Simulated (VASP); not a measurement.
These are PW91 GGA, VASP's PBE PAW potentials (set 64) (plane waves; VASP) values and carry that method's errors.

A VASP calculation is set up with these files.

POSCAR:
```
Ag
1
    0.0000000000     2.0450000000     2.0450000000
    2.0450000000     0.0000000000     2.0450000000
    2.0450000000     2.0450000000     0.0000000000
Ag
1
Direct
  0.0000000000   0.0000000000   0.0000000000
```

### KPOINTS
```
K-points
0
gamma
14 14 14
0 0 0
```

**INCAR**
```
ALGO  =  Normal
EDIFF  =  1E-6
EDIFFG  =  -0.01
ENCUT  =  520
GGA  =  91
IBRION  =  2
ISIF  =  3
ISMEAR  =  1
LASPH  =  .TRUE.
LCHARG  =  .FALSE.
LMAXMIX  =  4
LREAL  =  .FALSE.
LWAVE  =  .FALSE.
NELM  =  100
NSW  =  60
PREC  =  Accurate
SIGMA  =  0.1
SYSTEM  =  Ag
```

POTCAR, in this order: Ag (PBE.64 set). Program: vasp_std.

Output

OSZICAR:
```
       N       E                     dE             d eps       ncg     rms          rms(c)
DAV:   1     0.441668054613E+02    0.44167E+02   -0.57201E+03  1928   0.110E+03
DAV:   2    -0.264126195648E+01   -0.46808E+02   -0.44717E+02  1900   0.207E+02
DAV:   3    -0.302365565208E+01   -0.38239E+00   -0.38229E+00  2195   0.231E+01
DAV:   4    -0.302442117121E+01   -0.76552E-03   -0.76551E-03  2125   0.990E-01
DAV:   5    -0.302442624818E+01   -0.50770E-05   -0.50769E-05  2099   0.748E-02    0.525E+00
DAV:   6    -0.275286946096E+01    0.27156E+00   -0.12848E+00  1899   0.123E+01    0.326E+00
DAV:   7    -0.274379028440E+01    0.90792E-02   -0.12414E-02  2022   0.122E+00    0.184E+00
DAV:   8    -0.274051072563E+01    0.32796E-02   -0.64371E-04  1921   0.250E-01    0.830E-02
DAV:   9    -0.274051601089E+01   -0.52853E-05   -0.63667E-06  2156   0.243E-02    0.132E-02
DAV:  10    -0.274052164221E+01   -0.56313E-05   -0.28759E-06  2022   0.205E-02    0.762E-03
DAV:  11    -0.274052119225E+01    0.44996E-06   -0.40158E-08   990   0.212E-03
   1 F= -.27405212E+01 E0= -.27403989E+01  d E =-.274052E+01
       N       E                     dE             d eps       ncg     rms          rms(c)
DAV:   1    -0.337801589892E+01   -0.63749E+00   -0.12127E+01  1897   0.438E+01    0.555E+00
DAV:   2    -0.277041856387E+01    0.60760E+00   -0.23927E+00  1892   0.170E+01    0.193E+00
DAV:   3    -0.275139989164E+01    0.19019E-01   -0.58455E-02  1915   0.247E+00    0.134E+00
DAV:   4    -0.274736902279E+01    0.40309E-02   -0.47167E-03  1961   0.736E-01    0.134E-01
DAV:   5    -0.274729787189E+01    0.71151E-04   -0.56609E-04  2141   0.213E-01    0.250E-02
DAV:   6    -0.274730491259E+01   -0.70407E-05   -0.10499E-05  2023   0.405E-02    0.205E-03
DAV:   7    -0.274730499278E+01   -0.80184E-07   -0.26829E-07  1007   0.541E-03
   2 F= -.27473050E+01 E0= -.27471075E+01  d E =-.678380E-02
       N       E                     dE             d eps       ncg     rms          rms(c)
DAV:   1    -0.283292295703E+01   -0.85618E-01   -0.15078E+00  1900   0.150E+01    0.186E+00
DAV:   2    -0.275153032292E+01    0.81393E-01   -0.40037E-01  1896   0.679E+00    0.518E-01
DAV:   3    -0.275022595726E+01    0.13044E-02   -0.22303E-03  1912   0.482E-01    0.336E-01
DAV:   4    -0.274979561835E+01    0.43034E-03   -0.63698E-04  1975   0.219E-01    0.244E-02
DAV:   5    -0.274979467810E+01    0.94025E-06   -0.35938E-06  1956   0.203E-02
   3 F= -.27497947E+01 E0= -.27495542E+01  d E =-.927349E-02
       N       E                     dE             d eps       ncg     rms          rms(c)
DAV:   1    -0.275013614286E+01   -0.34052E-03   -0.64165E-03  1902   0.988E-01    0.123E-01
DAV:   2    -0.274978902229E+01    0.34712E-03   -0.16084E-03  1898   0.435E-01    0.372E-02
DAV:   3    -0.274978364025E+01    0.53820E-05   -0.12625E-05  1934   0.358E-02    0.246E-02
DAV:   4    -0.274978348633E+01    0.15393E-06   -0.26641E-06  1982   0.148E-02
   4 F= -.27497835E+01 E0= -.27495424E+01  d E =-.926229E-02
       N       E                     dE             d eps       ncg     rms          rms(c)
DAV:   1    -0.274978470318E+01   -0.10629E-05   -0.84091E-06  1773   0.355E-02    0.406E-03
DAV:   2    -0.274978437969E+01    0.32349E-06   -0.18357E-06   938   0.148E-02
   5 F= -.27497844E+01 E0= -.27495433E+01  d E =-.893366E-06
       N       E                     dE             d eps       ncg     rms          rms(c)
DAV:   1    -0.274979044270E+01   -0.57395E-05   -0.67112E-05  1901   0.101E-01    0.124E-02
DAV:   2    -0.274978695477E+01    0.34879E-05   -0.17005E-05  1789   0.446E-02    0.437E-03
DAV:   3    -0.274978672218E+01    0.23259E-06   -0.14017E-07   936   0.375E-03
   6 F= -.27497867E+01 E0= -.27495457E+01  d E =-.323585E-05
       N       E                     dE             d eps       ncg     rms          rms(c)
DAV:   1    -0.274978650220E+01    0.45257E-06   -0.63200E-08   936   0.310E-03    0.294E-04
DAV:   2    -0.274978650727E+01   -0.50716E-08   -0.86068E-09   936   0.930E-04
   7 F= -.27497865E+01 E0= -.27495455E+01  d E =0.214909E-06
       N       E                     dE             d eps       ncg     rms          rms(c)
DAV:   1    -0.274978661351E+01   -0.11131E-06   -0.14344E-07   936   0.470E-03    0.574E-04
DAV:   2    -0.274978661628E+01   -0.27762E-08   -0.36174E-08   936   0.200E-03
   8 F= -.27497866E+01 E0= -.27495456E+01  d E =0.105898E-06
       N       E                     dE             d eps       ncg     rms          rms(c)
DAV:   1    -0.274978683956E+01   -0.22605E-06   -0.55560E-07   936   0.924E-03    0.112E-03
DAV:   2    -0.274978682659E+01    0.12963E-07   -0.14305E-07   936   0.399E-03
   9 F= -.27497868E+01 E0= -.27495458E+01  d E =-.104413E-06
       N       E                     dE             d eps       ncg     rms          rms(c)
DAV:   1    -0.274978732927E+01   -0.48972E-06   -0.22207E-06   936   0.185E-02    0.224E-03
DAV:   2    -0.274978724021E+01    0.89067E-07   -0.57215E-07   936   0.798E-03
  10 F= -.27497872E+01 E0= -.27495463E+01  d E =-.518027E-06
       N       E                     dE             d eps       ncg     rms          rms(c)
DAV:   1    -0.274978847868E+01   -0.11494E-05   -0.89188E-06  1768   0.369E-02    0.454E-03
DAV:   2    -0.274978804887E+01    0.42981E-06   -0.22814E-06   936   0.163E-02
  11 F= -.27497880E+01 E0= -.27495471E+01  d E =-.132669E-05
       N       E                     dE             d eps       ncg     rms          rms(c)
DAV:   1    -0.274979145015E+01   -0.29715E-05   -0.35719E-05  1901   0.739E-02    0.907E-03
DAV:   2    -0.274978959096E+01    0.18592E-05   -0.91484E-06  1769   0.327E-02    0.343E-03
DAV:   3    -0.274978942692E+01    0.16404E-06   -0.77754E-08   936   0.276E-03
  12 F= -.27497894E+01 E0= -.27495485E+01  d E =-.270474E-05
       N       E                     dE             d eps       ncg     rms          rms(c)
DAV:   1    -0.274979978600E+01   -0.10195E-04   -0.14932E-04  1902   0.151E-01    0.187E-02
DAV:   2    -0.274979222733E+01    0.75587E-05   -0.36827E-05  1883   0.658E-02    0.559E-03
DAV:   3    -0.274979189466E+01    0.33267E-06   -0.29665E-07   936   0.551E-03
  13 F= -.27497919E+01 E0= -.27495510E+01  d E =-.517248E-05
```

File OUTCAR:
```
------------------------ aborting loop because EDIFF is reached ----------------------------------------
  FORCE on cell =-STRESS in cart. coord.  units (eV):
  Direction    XX          YY          ZZ          XY          YZ          ZX
  --------------------------------------------------------------------------------------
  Total        0.0088401      0.0088401      0.0088401     -0.0000000      0.0000000     -0.0000000
  in kB        0.7946014      0.7946014      0.7946014     -0.0000000      0.0000000     -0.0000000
  external PRESSURE =       0.7946014 kB  Pullay stress =       0.0000000 kB
  volume of cell :       17.82
      direct lattice vectors                 reciprocal lattice vectors
     0.000000000  2.073302236  2.073302236    -0.241161173  0.241161173  0.241161173
     2.073302236  0.000000000  2.073302236     0.241161173 -0.241161173  0.241161173
     2.073302236  2.073302236  0.000000000     0.241161173  0.241161173 -0.241161173
 POSITION                                       TOTAL-FORCE (eV/Angst)
 -----------------------------------------------------------------------------------
      0.00000      0.00000      0.00000         0.000000     -0.000000      0.000000
 -----------------------------------------------------------------------------------
    total drift:                                0.000000      0.000000      0.000000
  FREE ENERGIE OF THE ION-ELECTRON SYSTEM (eV)
  ---------------------------------------------------
  free  energy   TOTEN  =        -2.7497918947 eV

  energy  without entropy=       -2.7490693602  energy(sigma->0) =       -2.74955105

 reached required accuracy - stopping structural energy minimisation
```
(Selected blocks of OUTCAR.)

**CONTCAR**
```
Ag
   1.00000000000000
     0.0000000000000000    2.0733022364616303    2.0733022364616303
     2.0733022364616303    0.0000000000000000    2.0733022364616303
     2.0733022364616303    2.0733022364616303    0.0000000000000000
  Ag
     1
Direct
     0.0000000000000000    0.0000000000000000    0.0000000000000000
```

Energy and stress use the plane-wave basis of the starting cell.

The compound is Ag in the fcc structure. This run relaxes it. Symmetry was kept, so distortions that lower it aren't found.
